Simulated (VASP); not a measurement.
Wanted: the native input for a VASP 6.6.1 run.

```
Task                               : single point
Functional                         : PBE0(alpha)
Potentials or basis                : VASP PAW PBE potentials, release 64 (Ir, S)
Cutoff                             : 520 eV
k mesh                             : 5 × 5 × 3
Occupations                        : fermi-dirac, width 0.05 eV
Spin                               : no spin polarisation
Share of exact exchange            : 0.2
Grid for exact exchange (PRECFOCK) : Fast
Exchange at q = 0                  : truncated
Further INCAR settings             : ALGO = Normal; EDIFF = 1e-06
```

Crystal: IrS.

```
Ir S
1.0
     3.48970    0.00000    0.00000
    -1.74485    3.02217    0.00000
     0.00000    0.00000    4.34569
Ir S
1 1
Direct
  0.00000 0.00000 0.50000
  0.66667 0.33333 0.00000
```

The cell was built by a generator and needn't be a form met in nature.

The input as run:

POSCAR

```
IrS
1.0
    3.4896986500      0.0000000000      0.0000000000
   -1.7448493200      3.0221676800      0.0000000000
    0.0000000000      0.0000000000      4.3456873700
Ir S
1 1
Direct
    0.0000000000      0.0000000000      0.5000000000
    0.6666666700      0.3333333300      0.0000000000
```

INCAR.step1

```
ALGO     = Normal         # electronic algorithm
EDIFF    = 1E-5           # SCF threshold, eV
ENCUT    = 520            # plane-wave cutoff, eV
GGA      = PE             # functional
ISIF     = 2              # what is computed and relaxed
ISMEAR   = -1             # smearing method
LASPH    = True           # aspherical terms in the spheres
LCHARG   = False          # write CHGCAR
LREAL    = False          # projectors in reciprocal space
LWAVE    = True           # write WAVECAR
NELM     = 60             # most SCF steps
PREC     = Accurate       # precision mode
SIGMA    = 0.05           # smearing width, eV
```

INCAR.step2

```
AEXX     = 0.2            # exact-exchange fraction
ALGO     = Normal         # electronic algorithm
EDIFF    = 1E-6           # SCF threshold, eV
ENCUT    = 520            # plane-wave cutoff, eV
GGA      = PE             # functional
HFRCUT   = -1           
ISIF     = 2              # what is computed and relaxed
ISMEAR   = -1             # smearing method
ISTART   = 1            
LASPH    = True           # aspherical terms in the spheres
LCHARG   = False          # write CHGCAR
LHFCALC  = True           # exact exchange
LREAL    = False          # projectors in reciprocal space
LWAVE    = False          # write WAVECAR
NELM     = 60             # most SCF steps
PREC     = Accurate       # precision mode
PRECFOCK = Fast         
SIGMA    = 0.05           # smearing width, eV
```

KPOINTS

```
k-points
0
Gamma
  5 5 3
```

Potentials or basis: VASP PAW PBE potentials, release 64 (Ir, S).

Run with:

```console
$ cat potpaw_PBE.64/Ir/POTCAR potpaw_PBE.64/S/POTCAR > POTCAR
$ cp INCAR.step1 INCAR
$ mpirun -np 1 vasp_std > vasp.out
$ cp INCAR.step2 INCAR
$ mpirun -np 1 vasp_std > vasp.out
```

It gave:

- Pressure: -31.9 GPa
- Band gap on the k mesh: none (metal or under the smearing width)

Caveat: the k mesh is coarse (spacing up to 0.48 Å⁻¹), so the values aren't converged, least of all with exact exchange; a pressure of tens of GPa on the cell as given is suspect, and the run, the potentials or the cell itself is likely at fault; the PAW data sets were made with another functional, which shifts forces and pressure a little.

It took 92 s on 1 thread of Intel(R) Xeon(R) 6975P-C (Granite Rapids), with other jobs on the host, peak memory 0.17 GiB.
